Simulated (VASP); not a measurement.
Level of theory: LDA (Ceperley-Alder, Perdew-Zunger), VASP's LDA PAW potentials (set 64) (plane waves; VASP).

Gaps are without spin-orbit coupling.

Task: Order these relaxed crystals by band gap, smallest first: LiH, Fm-3m (225); Cd2SrAs2, P-3m1 (164); ZnCdSe2, R3m (160); GaN, P6_3mc (186).

Result: Cd2SrAs2, P-3m1 (164) (0.24 eV), ZnCdSe2, R3m (160) (0.61 eV), GaN, P6_3mc (186) (2.11 eV), LiH, Fm-3m (225) (2.52 eV)
